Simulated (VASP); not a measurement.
PtAl₂ (fluorite) relaxed at rising pressure, in one space group throughout; other phases were not tried. The pressures are those reached. Calculation: PBEsol GGA, VASP's PBE PAW potentials (set 64) (plane waves; VASP).

```csv
P (GPa),V (Å³/atom),k-mesh
0.05,17.065,9×9×9
5.00,16.516,9×9×9
9.98,16.045,9×9×9
20.00,15.267,9×9×9
29.99,14.646,9×9×9
```

A change of mesh leaves a small step in the series.

Question: Fit an equation of state and predict the volume at 44.87 GPa.

Answer: Least squares on the third-order Birch-Murnaghan form, P = (3B0/2)(y⁷ − y⁵)[1 + (3/4)(B′ − 4)(y² − 1)] with y = (V0/V)^(1/3), gives V0 = 17.071 Å³/atom, B0 = 141 GPa and B′ = 4.3, and so 13.906 Å³/atom. The run gave 13.904 Å³/atom, -0.0 % from the fit.

Pressures at which the relaxation failed are left out.

The compound is PtAl2 in the fluorite structure.
